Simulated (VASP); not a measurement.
An input for Quantum ESPRESSO's pw.x (written as the equivalent of a VASP run, and not itself run):

```
&CONTROL
  calculation = 'scf'
  pseudo_dir = './pseudo'
  outdir = './out'
  tprnfor = .true.
  tstress = .true.
/
&SYSTEM
  ibrav = 0
  nat = 2
  ntyp = 2
  ecutwfc = 84
  occupations = 'smearing'
  smearing = 'gaussian'
  degauss = 0.003675
  input_dft = 'vdw-df2'
/
&ELECTRONS
  conv_thr = 7.3e-09
  electron_maxstep = 100
/
ATOMIC_SPECIES
  B 10.810 B.upf
  N 14.007 N.upf
CELL_PARAMETERS angstrom
     0.0000000    1.8647730    1.8647730
     1.8647730    0.0000000    1.8647730
     1.8647730    1.8647730    0.0000000
ATOMIC_POSITIONS crystal
  B    0.0000000  0.0000000  0.0000000
  N    0.2500000  0.2500000  0.2500000
K_POINTS automatic
  12 12 12 0 0 0
```

Problem. Write the VASP files for the same calculation (vdW-DF2).

Solution. Several could match; the one computed here: 
KPOINTS:
```
kpoints
0
Gamma
 12 12 12
0 0 0
```

INCAR:
```
LREAL = F
ISMEAR = 0   # Gaussian
ISIF = 2   # forces and stress, cell fixed
NELM = 100
SIGMA = 0.05
AGGAC = 0.0
LCHARG = F
ZAB_VDW = -1.8867
ENCUT = 520
LASPH = T
PREC = Accurate
LUSE_VDW = T
ALGO = Normal   # blocked Davidson
LWAVE = F
GGA = ML
SYSTEM = BN
EDIFF = 1E-7
```

### POSCAR
```
BN
1.8647730
  0.0000000000   1.0000000247   1.0000000247
  1.0000000247   0.0000000000   1.0000000247
  1.0000000247   1.0000000247   0.0000000000
B N
1 1
direct
  0.0000000000   0.0000000000   0.0000000000
  0.2500000000   0.2500000000   0.2500000000
```

POTCAR, in this order: B N (PBE.64 set). Program: vasp_std.

Limits of the translation: the potentials are each code's own (VASP's PAW set, PseudoDojo norm-conserving files in pw.x), so ENCUT and ecutwfc are chosen apart and not converted; conv_thr bounds pw.x's estimated SCF error, while EDIFF bounds the energy change between steps.

The compound is BN in the zinc blende structure. This cell is one point of a volume scan, at 1.06 of the reference volume.
